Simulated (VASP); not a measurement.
Here is the system:

```xyz
5
Lattice="4.1603 0.0000 0.0000 0.0000 4.1603 0.0000 0.0000 0.0000 4.1603" Properties=species:S:1:pos:R:3 pbc="T T T"
K      0.0000     0.0000     0.0000
Zn     2.0802     2.0802     2.0802
F      2.0802     0.0000     2.0802
F      0.0000     2.0802     2.0802
F      2.0802     2.0802     0.0000
```

The numbers are results of AM05 GGA, VASP's PBE PAW potentials (set 64) (plane waves; VASP), not measurements. Run with 520 eV cut-off, 6×6×6 Γ-centred mesh, Gaussian smearing of 0.050 eV, potentials K_sv Zn F.

Question: Give the stress tensor in GPa (positive for a compressed cell).

Answer: 
```
-3.74   0.00   0.00
 0.00  -3.74   0.00
 0.00   0.00  -3.74
```
The pressure is its mean diagonal, -3.74 GPa.

The compound is KZnF3 in the cubic perovskite structure. This cell is one point of a volume scan, at 1.06 of the reference volume.
